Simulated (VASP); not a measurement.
```
CELL_PARAMETERS angstrom
     -1.54587     1.54587     1.54587
      1.54587    -1.54587     1.54587
      1.54587     1.54587    -1.54587
ATOMIC_POSITIONS crystal
  W  0.00000 0.00000 0.00000
```

Calculation: PBE GGA, VASP's PBE PAW potentials (set 64) (plane waves; VASP). Run with 300 eV cut-off, 12×12×12 Γ-centred mesh, Fermi-Dirac smearing of 0.10 eV, potentials W_sv.

**Question.** Give the energies of bands 5 to 10 at the high-symmetry points, in eV from the Fermi level.

**Answer.** 
```tsv
band	Γ	H	N	P
5	-10.00	-6.41	-6.73	-3.10
6	-1.33	-6.41	-3.90	-3.10
7	-1.33	5.73	0.97	-3.10
8	-1.33	5.73	2.40	3.66
9	2.46	5.73	3.47	3.66
10	2.46	8.86	6.84	7.36
```

It has no gap at this level: it comes out as a metal or semimetal.

The structure is a typed W crystal (Im-3m). The cell was not relaxed at this level.
